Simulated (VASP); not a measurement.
Consider the following.

```
CELL_PARAMETERS angstrom
      0.00000     2.68035     2.68035
      2.68035     0.00000     2.68035
      2.68035     2.68035     0.00000
ATOMIC_POSITIONS crystal
  Ce 0.00000 0.00000 0.00000
  O  0.25000 0.25000 0.25000
  O  0.75000 0.75000 0.75000
```

The numbers are results of vdW-DF-cx, VASP's PBE PAW potentials (set 64) (plane waves; VASP 6.6.1), not measurements. Settings: 520 eV cut-off, 7×7×7 Γ-centred mesh, Gaussian smearing of 0.050 eV, potentials Ce O.

What does the run give for the energy per atom (σ→0), pressure?

```json
{
 "energy per atom (σ→0)": "-6.896 eV/atom",
 "pressure": "6.16 GPa"
}
```

The compound is CeO2 in the fluorite structure. This cell is one point of a volume scan, at 0.97 of the reference volume. The run is not spin-polarised, so no magnetic state was tried.
